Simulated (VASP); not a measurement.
Calculation: PBE GGA, VASP's PBE PAW potentials (set 64) (plane waves; VASP).

Input for VASP

POSCAR:
```
Tc
1.0
  1.3736934462  -2.3793072396   0.0000000000
  1.3736934462   2.3793072396   0.0000000000
  0.0000000000   0.0000000000   4.4013971700
Tc
2
Cartesian
  1.3736934462   0.7931039994   1.1003492925
  1.3736934462  -0.7931039994   3.3010478775
```

**KPOINTS**
```
Automatic
0
G
16 16 12
```

INCAR:
```
! general
SYSTEM =Tc
PREC   =Normal
ENCUT  =400
LREAL  =.FALSE.
LASPH  =.TRUE.   ! aspherical one-centre terms

! electronic loop
EDIFF  =1E-5   ! SCF stop (eV)
NELM   =100
NELMIN =4
ALGO   =Fast   ! Davidson, then RMM-DIIS
LMAXMIX=4   ! l cut-off of mixed one-centre charges

! smearing
ISMEAR =1
SIGMA  =0.1

! functional
GGA    =PE

! ions
IBRION =2   ! conjugate gradients
NSW    =20
ISIF   =2
EDIFFG =-0.03   ! ionic stop

! output
LWAVE  =.FALSE.
LCHARG =.FALSE.
```

POTCAR, in this order: Tc_pv (PBE.64 set). Program: vasp_std.

The resulting files:

**OSZICAR**
```
       N       E                     dE             d eps       ncg     rms          rms(c)
DAV:   1     0.275305719607E+03    0.27531E+03   -0.14749E+04  7236   0.132E+03
DAV:   2    -0.153436744897E+02   -0.29065E+03   -0.28776E+03  7838   0.415E+02
DAV:   3    -0.220967376151E+02   -0.67531E+01   -0.66229E+01  8673   0.742E+01
DAV:   4    -0.221597558802E+02   -0.63018E-01   -0.62468E-01  7834   0.691E+00
DAV:   5    -0.221603450122E+02   -0.58913E-03   -0.58885E-03  7949   0.626E-01    0.234E+01
RMM:   6    -0.208434905385E+02    0.13169E+01   -0.28807E+00  7140   0.159E+01    0.764E+00
RMM:   7    -0.207009234700E+02    0.14257E+00   -0.11447E+00  7195   0.851E+00    0.777E-01
RMM:   8    -0.206984470943E+02    0.24764E-02   -0.10467E-01  7269   0.258E+00    0.714E-01
RMM:   9    -0.206995998122E+02   -0.11527E-02   -0.25781E-02  7508   0.974E-01    0.198E-01
RMM:  10    -0.206995005651E+02    0.99247E-04   -0.37753E-03  7232   0.506E-01    0.251E-02
RMM:  11    -0.206995409477E+02   -0.40383E-04   -0.69340E-04  7547   0.170E-01    0.966E-03
RMM:  12    -0.206995483702E+02   -0.74225E-05   -0.92325E-05  5414   0.548E-02
   1 F= -.20699548E+02 E0= -.20699996E+02  d E =-.206995E+02
```

### OUTCAR
```
------------------------ aborting loop because EDIFF is reached ----------------------------------------
  FORCE on cell =-STRESS in cart. coord.  units (eV):
  Direction    XX          YY          ZZ          XY          YZ          ZX
  --------------------------------------------------------------------------------------
  Total       -0.0724623     -0.0724623     -0.1378916     -0.0000000      0.0000000      0.0000000
  in kB       -4.0351684     -4.0351697     -7.6786962     -0.0000000      0.0000000      0.0000000
  external PRESSURE =      -5.2496781 kB  Pullay stress =       0.0000000 kB
  volume of cell :       28.77
      direct lattice vectors                 reciprocal lattice vectors
     1.373693446 -2.379307240  0.000000000     0.363982227 -0.210145202  0.000000000
     1.373693446  2.379307240  0.000000000     0.363982227  0.210145202  0.000000000
     0.000000000  0.000000000  4.401397170     0.000000000  0.000000000  0.227200582
 POSITION                                       TOTAL-FORCE (eV/Angst)
 -----------------------------------------------------------------------------------
      1.37369      0.79310      1.10035        -0.000000      0.000000      0.000000
      1.37369     -0.79310      3.30105         0.000000     -0.000000      0.000000
 -----------------------------------------------------------------------------------
    total drift:                               -0.000000      0.000620     -0.000043
  FREE ENERGIE OF THE ION-ELECTRON SYSTEM (eV)
  ---------------------------------------------------
  free  energy   TOTEN  =       -20.6995483702 eV

  energy  without entropy=      -20.7008904876  energy(sigma->0) =      -20.69999574

 reached required accuracy - stopping structural energy minimisation
```
(Selected blocks of OUTCAR.)

The compound is Tc in the hcp structure. It was relaxed first.
